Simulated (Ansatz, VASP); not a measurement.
**Ni (zigzag Ni chain) in two plane-wave programs**

One calculation is typed for both programs; each brings its own data sets. How far apart do they land? The cell is taken from a series of runs on this material, whose earlier steps may have relaxed, scaled, displaced or heated it; both programs get it as it stands.

Method: plane waves, with VASP 6.6.1 beside it; relaxation of the atoms at PBE and single point at PBE, in Ansatz 0.2.0.

### Step 1. Starting point

The cell holds 2 atoms: 2 Ni. Cell: a = 9.000 Å, b = 7.500 Å, c = 2.308 Å, α = 90.0°, β = 90.0°, γ = 90.0°. Vacuum lies along a and b. The structure's axis is c.

Coordinates:

```cif
data_structure
_symmetry_space_group_name_H-M 'P 1'
_symmetry_Int_Tables_number 1
_cell_length_a 9.0000
_cell_length_b 7.5000
_cell_length_c 2.3075
_cell_angle_alpha 90.000
_cell_angle_beta 90.000
_cell_angle_gamma 90.000
_cell_volume 155.76
loop_
_atom_site_label
_atom_site_type_symbol
_atom_site_fract_x
_atom_site_fract_y
_atom_site_fract_z
_atom_site_occupancy
Ni1 Ni 0.38911 0.50000 0.00000 1
Ni2 Ni 0.61089 0.50000 0.50000 1
```

### Step 2. Ansatz: relaxation of the atoms, PBE

Ansatz runs on its default PAW (the set named soft_2) files.

A relaxation sums small force errors into a geometry.

input.yaml

```yaml
crystal:
  lattice:
    - [9.0, 0.0, 0.0]
    - [0.0, 7.5, 0.0]
    - [0.0, 0.0, 2.3075238111]
  atoms:
    - { symbol: Ni, position: [0.389108032, 0.5, 0.0], spin: 0.95 }
    - { symbol: Ni, position: [0.610891968, 0.5, 0.5], spin: 0.95 }
magnetization:
  spin_polarized: true
kpoints:
  mp_grid: { grid: [1, 1, 35] }
scf:
  occupations: { method: fermi_dirac, width: 0.05 }
hamiltonian:
  xc: pbe
relax:
  max_steps: 40
```

Run with:

```bash
$ ansatz run input.yaml --threads 4 --pin off --max-ram 8192MiB --backend cpu --events-out ev --progress --plain --runs-dir out
```

Numbers of over 12 decimals in the logs are rounded to 6 here.

The log of the run:

```text
Engine: ansatz 0.2.0, aarch64-unknown-linux-gnu
Pseudopotentials: kind: paw
Pseudopotential: Ni, paw, valence charge 18, recommended cutoff 420 eV (normal), Ni.paw.azcp
Functional definition: PBE
  parameter kappa = 0.804
  parameter beta = 0.066725
  exchange = pbe_x(kappa = kappa, mu = beta*pi^2/3)
  correlation = pbe_c(beta = beta)
Crystal: 2 atoms, lattice volume = 155.758 Å³
Basis set: ecut = 420 eV, 3025 PW (Γ), exchange–correlation on 128×108×32 points (8 copies of the dense FFT grid, shifted against one another)
Bands: 23, of which v1, the nominal top of the filled ones, is band 18 counted from 1 (17 counted from 0)
Symmetry: 8 space group operations
Space group: Pmma (ITA 51), of the structure as read, at distance tolerance 5.4e-5 Å
Magnetic group: BNS 51.289 (UNI 387), of the structure as read, at distance tolerance 5.4e-5 Å
k-points: 18 of 35
Non-local potential: Ni, projectors of the file, l = 0: 3, l = 1: 2, l = 2: 3, l = 3: 1
PAW form: soft (Blöchl's): semilocal exchange-correlation on the pseudo side does not see the compensation charge
PAW one-centre angular grid: Ni, 590 points (default); XC on 64 Gauss nodes
Initial density: superposition of atomic densities (neutral atoms: chi_scale 0, normalization atom)
Starting moments: Σ|m| = 1.9 μB on 2 of 2 sites
Initial wavefunctions: pseudopotential atomic-orbital guess
Functional: x = pbe(κ = 0.804, μ = 0.219515), c = pbe(β = 0.066725)
SCF iter   1: F=—  HF=-11672.903506 eV  |F-HF|=—  |Δ(HF+E_count)|=         —  Δρ=2.66e-2 (↑2.66e-2 ↓1.71e-2)  dr2=4.03e0  dr2_m=8.83e-2  M=1.943 μB ∫|m|=2.019 μB  β_m=0.30  ethr=3.10e-3  ⟨swp⟩=6.4  Hψ=4135  notcnv=0
Mixer restart at iter 1: flushing history
preconditioner: auto → LDOS  [metal: Δε(μ)=0.001 eV  Ē_g=5.369 eV  σ=0.050 eV  W_gap=0.00  n_scr=22 (ndim 8)  ℏωp=13.3 eV  f_vac=0.669  D(μ)=8.49/eV (n_scr^D=72)]
spin=Collinear: LDOS preconditioning applied to the charge; magnetization (m = ρ↑ − ρ↓) channel mixes plain (no charge-response kernel on spin).
SCF iter   2: F=—  HF=-11673.805630 eV  |F-HF|=—  |Δ(HF+E_count)|=   9.02e-1  Δρ=1.54e-2 (↑1.54e-2 ↓9.35e-3)  dr2=1.13e0  dr2_m=7.46e-2  M=1.989 μB ∫|m|=2.086 μB  β_m=0.47  ethr=3.10e-3  ⟨swp⟩=3.0  Hψ=1627  notcnv=0  defer=3
SCF iter   3: F=—  HF=-11675.033877 eV  |F-HF|=—  |Δ(HF+E_count)|=    1.23e0  Δρ=5.90e-3 (↑5.90e-3 ↓5.50e-3)  dr2=1.32e-1  dr2_m=1.46e-2  M=1.982 μB ∫|m|=2.113 μB  β_m=0.73  ethr=3.10e-3  ⟨swp⟩=3.1  Hψ=1508  notcnv=0  defer=3
SCF iter   4: F=—  HF=-11675.404688 eV  |F-HF|=—  |Δ(HF+E_count)|=         —  Δρ=5.22e-3 (↑5.22e-3 ↓1.97e-3)  dr2=4.54e-2  dr2_m=1.09e-2  M=1.875 μB ∫|m|=2.050 μB  β_m=0.73  ethr=3.65e-4  ⟨swp⟩=4.0  Hψ=1740  notcnv=0  defer=3
Mixer restart at iter 4: flushing history
SCF iter   5: F=—  HF=-11675.408317 eV  |F-HF|=—  |Δ(HF+E_count)|=   3.63e-3  Δρ=6.33e-3 (↑2.51e-3 ↓6.33e-3)  dr2=6.94e-2  dr2_m=6.10e-3  M=1.846 μB ∫|m|=2.004 μB  β_m=0.64  ethr=1.26e-4  ⟨swp⟩=3.3  Hψ=1718  notcnv=0  defer=6
SCF iter   6: F=—  HF=-11675.397863 eV  |F-HF|=—  |Δ(HF+E_count)|=   1.05e-2  Δρ=1.44e-3 (↑1.44e-3 ↓5.64e-4)  dr2=2.52e-3  dr2_m=6.26e-4  M=1.866 μB ∫|m|=2.033 μB  β_m=0.67  ethr=1.26e-4  ⟨swp⟩=2.1  Hψ=1493  notcnv=0  defer=6
SCF iter   7: F=—  HF=-11675.398434 eV  |F-HF|=—  |Δ(HF+E_count)|=   5.71e-4  Δρ=9.87e-4 (↑2.93e-4 ↓9.87e-4)  dr2=1.98e-3  dr2_m=5.18e-4  M=1.853 μB ∫|m|=2.017 μB  β_m=0.66  ethr=7.01e-6  ⟨swp⟩=2.1  Hψ=1400  notcnv=0  defer=6
SCF iter   8: F=—  HF=-11675.398666 eV  |F-HF|=—  |Δ(HF+E_count)|=   2.33e-4  Δρ=1.73e-4 (↑7.97e-5 ↓1.73e-4)  dr2=4.88e-5  dr2_m=1.50e-5  M=1.857 μB ∫|m|=2.019 μB  β_m=0.83  ethr=5.51e-6  ⟨swp⟩=2.0  Hψ=1311  notcnv=0  defer=6
SCF iter   9: F=—  HF=-11675.398701 eV  |F-HF|=—  |Δ(HF+E_count)|=   3.50e-5  Δρ=3.08e-5 (↑2.61e-5 ↓3.08e-5)  dr2=1.13e-6  dr2_m=9.39e-7  M=1.861 μB ∫|m|=2.020 μB  β_m=0.82  ethr=1.36e-7  ⟨swp⟩=2.1  Hψ=1294  notcnv=0  defer=6
SCF iter  10: F=-11675.398702 eV  HF=-11675.398702 eV  |F-HF|=1.63e-7  |Δ(HF+E_count)|=   3.77e-7  Δρ=1.08e-5 (↑6.96e-6 ↓1.08e-5)  dr2=7.69e-8  dr2_m=6.49e-8  M=1.861 μB ∫|m|=2.020 μB  ethr=3.14e-9  ⟨swp⟩=2.8  Hψ=2971  notcnv=0
SCF 1 converged in 10 iterations: F = -11675.398702 eV  dr2 = 7.69e-8
  greatest PAW one-centre occupation: 1.001 electrons in one spin orbital (limit 2), on the Ni atom at site 1 (counted from 0), in its partial waves of l = 1
relax step   1: F+E_penalty+E_count = -11675.39870197 eV  Δ(F+E_penalty+E_count) = +0.000e0 eV  max|allowed force component| = 1.283e-2 eV/Å  Δτ_max = 0.0000 Å  (10 SCF iters, dr2 threshold 2.50e-6 eV, accepted)
Initial density: handed on by an earlier stage of this run
Starting moments: Σ|m| = 1.9 μB on 2 of 2 sites; this step starts from the density that it was given
Initial wavefunctions: those handed on with the density
iter 1 solved again at ethr=8.67e-9 eV; its pass at ethr=3.10e-3 eV (dr2=3.12e-6 eV) is discarded
SCF iter   1: F=—  HF=-11675.398709 eV  |F-HF|=—  |Δ(HF+E_count)|=         —  Δρ=3.20e-5 (↑2.67e-5 ↓3.20e-5)  dr2=3.20e-6  dr2_m=3.12e-7  M=1.861 μB ∫|m|=2.020 μB  β_m=0.65  ethr=8.67e-9  ⟨swp⟩=1.5  Hψ=2843  notcnv=0  defer=6
preconditioner: auto → LDOS  [metal: Δε(μ)=0.013 eV  Ē_g=5.189 eV  σ=0.050 eV  W_gap=0.06  n_scr=10 (ndim 8)  ℏωp=13.3 eV  f_vac=0.704  D(μ)=5.21/eV (n_scr^D=30)]
spin=Collinear: LDOS preconditioning applied to the charge; magnetization (m = ρ↑ − ρ↓) channel mixes plain (no charge-response kernel on spin).
SCF iter   2: F=—  HF=-11675.398709 eV  |F-HF|=—  |Δ(HF+E_count)|=   1.35e-7  Δρ=1.51e-5 (↑1.15e-5 ↓1.51e-5)  dr2=8.18e-7  dr2_m=5.37e-8  M=1.861 μB ∫|m|=2.021 μB  β_m=0.40  ethr=8.67e-9  ⟨swp⟩=2.1  Hψ=1198  notcnv=0  defer=6
SCF iter   3: F=—  HF=-11675.398708 eV  |F-HF|=—  |Δ(HF+E_count)|=   2.58e-7  Δρ=9.32e-6 (↑6.06e-6 ↓9.32e-6)  dr2=1.11e-7  dr2_m=4.06e-8  M=1.861 μB ∫|m|=2.021 μB  β_m=0.51  ethr=2.27e-9  ⟨swp⟩=2.0  Hψ=1189  notcnv=0  defer=6
SCF iter   4: F=—  HF=-11675.398709 eV  |F-HF|=—  |Δ(HF+E_count)|=   6.98e-8  Δρ=4.51e-6 (↑3.61e-6 ↓4.51e-6)  dr2=1.75e-8  dr2_m=1.69e-8  M=1.861 μB ∫|m|=2.021 μB  β_m=0.76  ethr=3.08e-10  ⟨swp⟩=2.2  Hψ=1032  notcnv=0  defer=6
SCF iter   5: F=-11675.398709 eV  HF=-11675.398709 eV  |F-HF|=5.82e-9  |Δ(HF+E_count)|=   6.90e-8  Δρ=2.19e-6 (↑1.46e-6 ↓2.19e-6)  dr2=2.98e-9  dr2_m=3.94e-9  M=1.861 μB ∫|m|=2.021 μB  ethr=4.85e-11  ⟨swp⟩=2.5  Hψ=2923  notcnv=0
SCF 2 converged in 5 iterations: F = -11675.398709 eV  dr2 = 2.98e-9
relax step   2: F+E_penalty+E_count = -11675.39870863 eV  Δ(F+E_penalty+E_count) = -6.654e-6 eV  max|allowed force component| = 7.736e-3 eV/Å  Δτ_max = 0.0003 Å  (5 SCF iters, accepted)
SCF converged after 5 iterations
Magnetization: 1.8613 μB (18.9307 up, 17.0693 down)
Absolute magnetization: 2.0218 μB (∫|ρ↑−ρ↓|, with the PAW one-centre terms)
Spin contamination: 0.0294 ħ² per cell (⟨S²⟩ above its minimum at these occupations)
Per-site moments (μB) at R_I (Å): [(0.918275, 0.951253), (0.918275, 0.951253)]
Free energy (F): -11675.398709 eV
Harris-Foulkes:  -11675.398709 eV  (|F-HF|=5.82e-9)
Internal energy: -11675.355584 eV  (E = F + TS)
E sigma→0 (E₀):  -11675.377146 eV
Entropy (-TS):   -0.043125 eV (-21.562 meV/atom)
Fermi energy:    -1.381624 eV
--- Per-component energies (eV) ---
  E_band       = -1250.830719
  E_kinetic    = 562.290306
  E_local      = -18667.150541  (includes V_loc(G=0)·N_el)
  E_nonlocal   = 1284.117813
  E_hartree    = 8424.751475
  E_xc         = -163.685071
  E_vxc        = -210.429107  (∫ρ·V_xc dr)
  E_paw        = -3269.719594  (= ΣΔE_a)
  E_vpaw       = -1069.158218  (= ΣTr[D̂ρ^β])
  E_aug_tail   = 0.000960  (compensation charges beyond the density's cutoff)
  E_ewald      = 154.039068
  E_smearing   = -0.043125  (= −TS)
  E_closure    = 0.000000  (closes the sum)
  Σ components = -11675.398709   (vs F -11675.398709, Δ=0.00e0)
--- Forces (eV/Å), atoms counted from 1 ---
  atom   1  Ni    -0.00773635     0.00000000     0.00000000
  atom   2  Ni     0.00773635     0.00000000     0.00000000
  max |Σ_I F_I| component: 0.00e0 eV/Å
--- Relaxed structure (2 steps of the walk, 2 accepted, 0 SCFs on fresh bases) ---
  F+E_penalty+E_count = -11675.39870863 eV   max|allowed force component| = 7.736e-3 eV/Å
  atoms:
    - { symbol: Ni, position: [0.389073, 0.5, 0.0] }
    - { symbol: Ni, position: [0.610927, 0.5, 0.500000] }
```

In the SCF lines HF is the Harris–Foulkes energy and dr2 the Hartree energy of the density residual, in eV; the loop may stop once dr2 is under the threshold and the program's other checks hold. Hψ counts applications of the Hamiltonian.

### Step 3. VASP: relaxation of the atoms, PBE

The same cell, functional, mesh and smearing now go to VASP, with its own data sets.

Lines of VASP's logs that name or quote its potential files are left out, and so is its time.

INCAR

```
SYSTEM = Ni
PREC = Accurate
ENCUT = 520
EDIFF = 1E-07
NELM = 200
ISMEAR = -1
SIGMA = 0.05
LREAL = .FALSE.
ALGO = Normal
GGA = PE
NBANDS = 19
ISPIN = 2
MAGMOM = 0.92 0.92
LASPH = .TRUE.
LMAXMIX = 4
LORBIT = 11
LWAVE = .FALSE.
LCHARG = .FALSE.
ISIF = 2
IBRION = 2
NSW = 80
EDIFFG = -0.01
GGA_COMPAT = .FALSE.
NELMIN = 4
KPAR = 2
```

POSCAR

```
Ni
1.0
    9.0000000000      0.0000000000      0.0000000000
    0.0000000000      7.5000000000      0.0000000000
    0.0000000000      0.0000000000      2.3075238111
Ni
2
Direct
    0.3891080000      0.5000000000      1.0000000000
    0.6108920000      0.5000000000      0.5000000000
```

KPOINTS

```
Automatic mesh
0
Gamma
1 1 35
0 0 0
```

The projector-augmented-wave data sets are Ni (PBE family, release 64).

Run with:

```bash
$ mpirun -np 2 vasp_std
```

The log of the run:

```text
[banner, memory and clock lines left out]
running    2 mpi-ranks, on    1 nodes
 distrk:  each k-point on    1 cores,    2 groups
 distr:  one band on    1 cores,    1 groups

 POSCAR found type information on POSCAR Ni
 POSCAR found :  1 types and       2 ions
 LDA part: xc-table for (Slater+PW92), standard interpolation
 POSCAR, INCAR and KPOINTS ok, starting setup
 FFT: planning ... GRIDC
 FFT: planning ... GRID_SOFT
 FFT: planning ... GRID
 WAVECAR not read
 entering main loop
       N       E                     dE             d eps       ncg     rms          rms(c)
DAV:   1     0.986757212311E+02    0.98676E+02   -0.72671E+03  1368   0.837E+02
DAV:   2    -0.439526165784E+01   -0.10307E+03   -0.95188E+02  1395   0.192E+02
DAV:   3    -0.785507300125E+01   -0.34598E+01   -0.34144E+01  1620   0.458E+01
DAV:   4    -0.789220066446E+01   -0.37128E-01   -0.37117E-01  1679   0.550E+00
DAV:   5    -0.789277075544E+01   -0.57009E-03   -0.57008E-03  1577   0.502E-01    0.951E+00
DAV:   6    -0.795289396876E+01   -0.60123E-01   -0.13100E+01  1561   0.456E+01    0.100E+01
DAV:   7    -0.695098212599E+01    0.10019E+01   -0.40532E+00  1489   0.237E+01    0.234E+00
DAV:   8    -0.695736862190E+01   -0.63865E-02   -0.23143E-01  1439   0.292E+00    0.211E+00
DAV:   9    -0.694035924241E+01    0.17009E-01   -0.70005E-02  1416   0.313E+00    0.892E-01
DAV:  10    -0.693397110342E+01    0.63881E-02   -0.15840E-02  1508   0.145E+00    0.373E-01
DAV:  11    -0.693834339504E+01   -0.43723E-02   -0.59810E-03  1429   0.835E-01    0.253E-01
DAV:  12    -0.693835655328E+01   -0.13158E-04   -0.15811E-03  1419   0.535E-01    0.131E-01
DAV:  13    -0.693843175103E+01   -0.75198E-04   -0.50048E-04  1455   0.250E-01    0.637E-02
DAV:  14    -0.693856972589E+01   -0.13797E-03   -0.25056E-04  1398   0.184E-01    0.525E-02
DAV:  15    -0.693873526176E+01   -0.16554E-03   -0.15920E-04  1374   0.104E-01    0.323E-02
DAV:  16    -0.693876620918E+01   -0.30947E-04   -0.63685E-05  1425   0.489E-02    0.150E-02
DAV:  17    -0.693878922274E+01   -0.23014E-04   -0.16100E-05  1416   0.389E-02    0.123E-02
DAV:  18    -0.693881257514E+01   -0.23352E-04   -0.58821E-06  1434   0.233E-02    0.495E-03
DAV:  19    -0.693884208391E+01   -0.29509E-04   -0.48138E-06  1445   0.144E-02    0.263E-03
DAV:  20    -0.693885079642E+01   -0.87125E-05   -0.16413E-06  1478   0.106E-02    0.239E-03
DAV:  21    -0.693885295320E+01   -0.21568E-05   -0.75530E-07  1408   0.698E-03    0.114E-03
DAV:  22    -0.693885339934E+01   -0.44614E-06   -0.16579E-07  1314   0.294E-03    0.612E-04
DAV:  23    -0.693885338438E+01    0.14955E-07   -0.30141E-08  1172   0.152E-03
   1 F= -.69388534E+01 E0= -.69172275E+01  d E =-.693885E+01  mag=     1.8476
 curvature:   0.00 expect dE= 0.000E+00 dE for cont linesearch  0.000E+00
 trial: gam= 0.00000 g(F)=  0.265E-04 g(S)=  0.000E+00 ort = 0.000E+00 (trialstep = 0.100E+01)
 search vector abs. value=  0.265E-04
 bond charge predicted
       N       E                     dE             d eps       ncg     rms          rms(c)
DAV:   1    -0.693886192838E+01   -0.85290E-05   -0.57422E-03  1377   0.451E-01    0.223E-02
DAV:   2    -0.693887049615E+01   -0.85678E-05   -0.57839E-05  1512   0.730E-02    0.128E-02
DAV:   3    -0.693886985609E+01    0.64007E-06   -0.25280E-06  1374   0.150E-02    0.606E-03
DAV:   4    -0.693886953910E+01    0.31698E-06   -0.44575E-07  1452   0.859E-03    0.365E-03
DAV:   5    -0.693886939973E+01    0.13938E-06   -0.50045E-07  1441   0.840E-03    0.204E-03
DAV:   6    -0.693886933745E+01    0.62274E-07   -0.15555E-07  1160   0.501E-03
   2 F= -.69388693E+01 E0= -.69172327E+01  d E =-.159531E-04  mag=     1.8477
 trial-energy change:   -0.000016  1 .order   -0.000017   -0.000026   -0.000008
 step:   1.4193(harm=  1.4193)  dis= 0.00113  next Energy=    -6.938872 (dE=-0.188E-04)
 reached required accuracy - stopping structural energy minimisation
```

Parts of OUTCAR (step 3):

```text
ion  position               nearest neighbor table
   1  0.389  0.500  0.000-   2 2.31   2 2.31
   2  0.611  0.500  0.500-   1 2.31   1 2.31

  LATTYP: Found a simple orthorhombic cell.
 ALAT       =     2.3075238111
 B/A-ratio  =     3.2502373167
 C/A-ratio  =     3.9002847800

 Subroutine GETGRP returns: Found  8 space group operations
 (whereof  4 operations were pure point group operations)

The static configuration has the point symmetry C_2v.
 The point group associated with its full space group is D_2h.

 Found     18 irreducible k-points:

   k-points           NKPTS =     18   k-points in BZ     NKDIM =     18   number of bands    NBANDS=     19

   dimension x,y,z NGX =    70 NGY =   56 NGZ =   18
   dimension x,y,z NGXF=   140 NGYF=  112 NGZF=   36

   ENCUT  =  520.0 eV  38.22 Ry    6.18 a.u.  16.73 13.95  4.29*2*pi/ulx,y,z

   NELECT =      20.0000    total number of electrons

 k-points in reciprocal lattice and weights: Automatic mesh
   0.00000000  0.00000000  0.00000000       0.029
   0.00000000  0.00000000  0.02857143       0.057
   0.00000000  0.00000000  0.05714286       0.057
   0.00000000  0.00000000  0.08571429       0.057
   0.00000000  0.00000000  0.11428571       0.057
   0.00000000  0.00000000  0.14285714       0.057
   0.00000000  0.00000000  0.17142857       0.057
   0.00000000  0.00000000  0.20000000       0.057
   0.00000000  0.00000000  0.22857143       0.057
[...]
0.00000000  0.00000000  0.45714286       0.057
   0.00000000  0.00000000  0.48571429       0.057

 average (electrostatic) potential at core
       1 -93.5660       2 -93.5660

 E-fermi :  -2.5917

 spin component 1
 k-point     1 :       0.0000    0.0000    0.0000
  band No.  band energies     occupation
    ...
      8      -3.6581      1.00000
      9      -3.5520      1.00000
     10      -3.3526      1.00000
     11      -2.9988      0.99971
     12      -2.9926      0.99967
     13      -0.9371      0.00000
     14      -0.6318      0.00000
     15       1.9569      0.00000
     16       2.0163      0.00000
     17       3.2053      0.00000
    ...

 k-point     2 :       0.0000    0.0000    0.0286
  band No.  band energies     occupation
    ...
      8      -3.6517      1.00000
      9      -3.5564      1.00000
     10      -3.3783      1.00000
     11      -3.0227      0.99982
     12      -2.9635      0.99941
     13      -0.8955      0.00000
     14      -0.5860      0.00000
     15       1.9804      0.00000
     16       2.0428      0.00000
     17       3.2326      0.00000
    ...

 k-point     3 :       0.0000    0.0000    0.0571
  band No.  band energies     occupation
    ...
      8      -3.6357      1.00000
      9      -3.5672      1.00000
     10      -3.4502      1.00000
     11      -3.1050      0.99997
     12      -2.8651      0.99580
     13      -0.7752      0.00000
     14      -0.4553      0.00000
     15       2.0508      0.00000
     16       2.1219      0.00000
     17       3.3142      0.00000
    ...

 k-point     4 :       0.0000    0.0000    0.0857
  band No.  band energies     occupation
    ...
      8      -3.6144      1.00000
      9      -3.5798      1.00000
     10      -3.5559      1.00000
     11      -3.2210      1.00000
     12      -2.7182      0.92618
     13      -0.5868      0.00000
     14      -0.2550      0.00000
     15       2.1678      0.00000
     16       2.2523      0.00000
     17       3.4495      0.00000
    ...

 k-point     5 :       0.0000    0.0000    0.1143
  band No.  band energies     occupation
    ...
      7      -4.0313      1.00000
      8      -3.6811      1.00000
      9      -3.5902      1.00000
     10      -3.5895      1.00000
     11      -3.3500      1.00000
     12      -2.5345      0.24161
     13      -0.3419      0.00000
     14      -0.0001      0.00000
     15       2.3308      0.00000
     16       2.4320      0.00000
    ...

 k-point     6 :       0.0000    0.0000    0.1429
  band No.  band energies     occupation
    ...
      7      -4.1310      1.00000
      8      -3.8125      1.00000
      9      -3.5971      1.00000
     10      -3.5619      1.00000
     11      -3.4736      1.00000
     12      -2.3202      0.00437
     13      -0.0493      0.00000
     14       0.2987      0.00000
     15       2.5393      0.00000
     16       2.6592      0.00000
    ...

  Total        0.0551864     -0.1231048     -0.0278499      0.0000000      0.0000000      0.0000000
  in kB        0.5676658     -1.2662975     -0.2864733      0.0000000      0.0000000      0.0000000
  external PRESSURE =      -0.3283683 kB  Pullay stress =       0.0000000 kB

  energy-cutoff  :      520.00
  volume of cell :      155.76
      direct lattice vectors                 reciprocal lattice vectors
     9.000000000  0.000000000  0.000000000     0.111111111  0.000000000  0.000000000
     0.000000000  7.500000000  0.000000000     0.000000000  0.133333333  0.000000000
     0.000000000  0.000000000  2.307523811     0.000000000  0.000000000  0.433364976

 POSITION                                       TOTAL-FORCE (eV/Angst)
 -----------------------------------------------------------------------------------
      3.50117      3.75000      0.00000        -0.004894      0.000000      0.000000
      5.49883      3.75000      1.15376         0.004894      0.000000      0.000000
 -----------------------------------------------------------------------------------
    total drift:                               -0.000000      0.000000     -0.000000

  FREE ENERGIE OF THE ION-ELECTRON SYSTEM (eV)
  ---------------------------------------------------
  free  energy   TOTEN  =        -6.9388693375 eV

  energy  without entropy=       -6.8955959706  energy(sigma->0) =       -6.91723265

 reached required accuracy - stopping structural energy minimisation

 total charge
# of ion       s       p       d       tot
------------------------------------------
    1        0.528   0.249   8.333   9.110
    2        0.528   0.249   8.333   9.110
--------------------------------------------------
tot          1.055   0.497  16.667  18.219

 magnetization (x)
# of ion       s       p       d       tot
------------------------------------------
    1        0.009  -0.007   0.900   0.902
    2        0.009  -0.007   0.900   0.902
--------------------------------------------------
tot          0.017  -0.013   1.800   1.803

[... 6 further parts left out ...]
```

CONTCAR:

```
Ni
   1.00000000000000
     9.0000000000000000    0.0000000000000000    0.0000000000000000
     0.0000000000000000    7.5000000000000000    0.0000000000000000
     0.0000000000000000    0.0000000000000000    2.3075238110999998
  Ni
     2
Direct
     0.3890192073320252    0.5000000000000000    0.0000000000000000
     0.6109807926679748    0.5000000000000000    0.5000000000000000
```

(Continued in part 2 of 2.)

[Lines on the potential files, build, host, timing and source positions are cut from VASP's logs without a mark.]

[Logs are printed without paths, hosts, clocks, repeated set-up lines and the standing remarks that a program may print on its own settings, such as how far it seeks lower states.]

[Hosts, paths, dates, database ids (printed as entryN), source tags and the programs' standing remarks are cut or masked in the printed files.]
